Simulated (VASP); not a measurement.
Data:

```
KMgF3
1.0
    3.99726     0.00000     0.00000
    0.00000     3.99726     0.00000
    0.00000     0.00000     3.99726
K Mg F
1 1 3
Direct
  0.00000   0.00000   0.00000
  0.50000   0.50000   0.50000
  0.50000   0.00000   0.50000
  0.00000   0.50000   0.50000
  0.50000   0.50000   0.00000
```

Method: optB86b-vdW, VASP's PBE PAW potentials (set 64) (plane waves; VASP 6.6.1). Settings: 520 eV cut-off, 6×6×6 Γ-centred mesh, tetrahedra with Blöchl corrections, potentials K_sv Mg F.

The cores are frozen, which limits the accuracy of field gradients.

Give the principal components of the electric field gradient (V/Å²) and the asymmetry η at each nucleus.

```json
[
 {"atom": "K1", "Vxx": "0.0", "Vyy": "0.0", "Vzz": "0.0", "η": "-"},
 {"atom": "Mg2", "Vxx": "0.0", "Vyy": "0.0", "Vzz": "0.0", "η": "-"},
 {"atom": "F3", "Vxx": "-22.2", "Vyy": "-22.2", "Vzz": "44.5", "η": "0.00"},
 {"atom": "F4", "Vxx": "-22.2", "Vyy": "-22.2", "Vzz": "44.5", "η": "0.00"},
 {"atom": "F5", "Vxx": "-22.2", "Vyy": "-22.2", "Vzz": "44.5", "η": "0.00"}
]
```

The compound is KMgF3 in the cubic perovskite structure. It was relaxed first.
